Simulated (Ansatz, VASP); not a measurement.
**One calculation of OsC6, two programs**

```
CELL_PARAMETERS angstrom
0.00000 3.20146 3.20146
3.20146 0.00000 3.20146
3.20146 3.20146 0.00000
ATOMIC_POSITIONS crystal
Os 0.00000 0.00000 0.00000
C 0.32224 0.67776 0.67776
C 0.67776 0.32224 0.32224
C 0.67776 0.32224 0.67776
C 0.32224 0.67776 0.32224
C 0.67776 0.67776 0.32224
C 0.32224 0.32224 0.67776
```

Alike in both runs: functional PBE; k mesh 6 × 6 × 6; occupations gaussian, width 0.1 eV; no spin polarisation.

Ansatz relaxed the structure, and its values are those at the end. VASP's run is a single point on that final structure, the one shown.

|  | VASP | Ansatz |
| --- | --- | --- |
| version | VASP 6.6.1 | Ansatz 0.2.0 |
| potentials or method | VASP PAW PBE potentials, release 64 (Os, C) | scalar-relativistic, plane waves, PAW |
| plane-wave cutoff (eV) | 520 | 420 |
| valence electrons in the cell | 32 | 40 |

Ansatz gave:

| Property | Result |
| --- | --- |
| gap on the k mesh at the Fermi level (eV) | 0.93 |
| least direct gap on the mesh (eV) | 0.93 |
| pressure (GPa) | -0.1 |
| rms of the force components (eV/Å) | 0.004 |

Question: Which values does VASP return?

Answer: gap on the k mesh at the Fermi level (eV): 0.96; least direct gap on the mesh (eV): 0.96; pressure (GPa): 0.9; rms of the force components (eV/Å): 0.020.

The two sets of potentials don't hold the same shells in valence.

Caveats: spin-orbit coupling is left out, which moves the levels of the heavy elements. A k mesh can miss the band edges.
